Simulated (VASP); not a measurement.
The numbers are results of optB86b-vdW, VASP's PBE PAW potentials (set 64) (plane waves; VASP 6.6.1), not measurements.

Input for VASP

INCAR:
```
SYSTEM=GaN
PREC=Accurate; ENCUT=520; LREAL=.False.
LASPH=.True.
EDIFF=1E-7; NELM=100; ALGO=Normal
LMAXMIX=4
ISMEAR=0; SIGMA=0.05
GGA=MK; LUSE_VDW=.True.; AGGAC=0.0
PARAM1=0.1234; PARAM2=1.0
ISIF=2
LWAVE=.False.; LCHARG=.False.
```

### KPOINTS
```
Automatic mesh
0
Gamma
10 10 10
0 0 0
```

File POSCAR:
```
GaN
1.0
  0.0000000000   2.3043249787   2.3043249787
  2.3043249787   0.0000000000   2.3043249787
  2.3043249787   2.3043249787   0.0000000000
Ga N
1 1
Direct
  0.0000000000   0.0000000000   0.0000000000
  0.2500000000   0.2500000000   0.2500000000
```

POTCAR, in this order: Ga_d N (PBE.64 set). Program: vasp_std.

The resulting files:

**OSZICAR**
```
       N       E                     dE             d eps       ncg     rms          rms(c)
DAV:   1     0.882287971543E+02    0.88229E+02   -0.98114E+03  1323   0.245E+03
DAV:   2    -0.239052933807E+01   -0.90619E+02   -0.85314E+02  1393   0.355E+02
DAV:   3    -0.938686160921E+01   -0.69963E+01   -0.69525E+01  1377   0.876E+01
DAV:   4    -0.950440835979E+01   -0.11755E+00   -0.11746E+00  1447   0.123E+01
DAV:   5    -0.950638208599E+01   -0.19737E-02   -0.19737E-02  1382   0.141E+00    0.742E+00
DAV:   6    -0.765474248033E+01    0.18516E+01   -0.59590E+00  1873   0.460E+01    0.268E+00
DAV:   7    -0.765025754920E+01    0.44849E-02   -0.31162E-01  1227   0.823E+00    0.173E+00
DAV:   8    -0.764370194018E+01    0.65556E-02   -0.89035E-02  1342   0.416E+00    0.904E-01
DAV:   9    -0.763757456111E+01    0.61274E-02   -0.19811E-02  1819   0.325E+00    0.258E-01
DAV:  10    -0.763801393449E+01   -0.43937E-03   -0.15514E-03  1245   0.562E-01    0.106E-01
DAV:  11    -0.763792105371E+01    0.92881E-04   -0.35082E-04  1851   0.436E-01    0.105E-02
DAV:  12    -0.763792466466E+01   -0.36110E-05   -0.31229E-05  1285   0.683E-02    0.283E-03
DAV:  13    -0.763792474281E+01   -0.78144E-07   -0.13437E-06  1752   0.121E-02    0.319E-03
DAV:  14    -0.763792485911E+01   -0.11630E-06   -0.95416E-08   747   0.364E-03    0.151E-03
DAV:  15    -0.763792482569E+01    0.33423E-07   -0.28569E-08   646   0.355E-03
   1 F= -.76379248E+01 E0= -.76379248E+01  d E =-.344752E-18
```

### OUTCAR
```
------------------------ aborting loop because EDIFF is reached ----------------------------------------
  FORCE on cell =-STRESS in cart. coord.  units (eV):
  Direction    XX          YY          ZZ          XY          YZ          ZX
  --------------------------------------------------------------------------------------
  Total       -1.3996650     -1.3996650     -1.3996650     -0.0000000      0.0000000     -0.0000000
  in kB      -91.6375570    -91.6375570    -91.6375570     -0.0000000      0.0000000     -0.0000000
  external PRESSURE =     -91.6375570 kB  Pullay stress =       0.0000000 kB
  volume of cell :       24.47
      direct lattice vectors                 reciprocal lattice vectors
     0.000000000  2.304324979  2.304324979    -0.216983283  0.216983283  0.216983283
     2.304324979  0.000000000  2.304324979     0.216983283 -0.216983283  0.216983283
     2.304324979  2.304324979  0.000000000     0.216983283  0.216983283 -0.216983283
  FREE ENERGIE OF THE ION-ELECTRON SYSTEM (eV)
  ---------------------------------------------------
  free  energy   TOTEN  =        -7.6379248257 eV

  energy  without entropy=       -7.6379248257  energy(sigma->0) =       -7.63792483
```
(Selected blocks of OUTCAR.)

The compound is GaN in the zinc blende structure, a metastable form; wurtzite is the usual one. This cell is one point of a volume scan, at 1.06 of the reference volume.
